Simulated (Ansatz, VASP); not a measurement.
**Ta3Cd in VASP and in Ansatz**

```xyz
4
Lattice="5.6119 0.0000 0.0000 -2.8059 4.8600 0.0000 0.0000 0.0000 2.7985" Properties=species:S:1:pos:R:3 pbc="T T T"
Ta    2.8059    0.0000    0.0000
Ta   -1.4030    2.4300    0.0000
Ta    1.4030    2.4300    0.0000
Cd    0.0000    0.0000    1.3993
```

Alike in both runs: functional PBE; k mesh 9 × 9 × 14; occupations gaussian, width 0.1 eV; no spin polarisation.

Ansatz relaxed the structure, and its values are those at the end. VASP's run is a single point on that final structure, the one shown.

```csv
,VASP,Ansatz
version,VASP 6.6.1,Ansatz 0.2.0
potentials or method,"VASP PAW PBE potentials, release 64 (Ta_pv, Cd)","scalar-relativistic, plane waves, PAW"
plane-wave cutoff (eV),520,420
valence electrons in the cell,45,59
```

VASP gave:

* gap on the k mesh at the Fermi level (eV): none
* pressure (GPa): 0.3

Question: What did Ansatz give for the same quantities?

Answer: gap on the k mesh at the Fermi level (eV): none; pressure (GPa): 0.0.

A gap of «none» marks a metal or a gap that the smearing closes. The two sets of potentials don't hold the same shells in valence.

Spin-orbit coupling is left out, which matters for the levels of Ta.
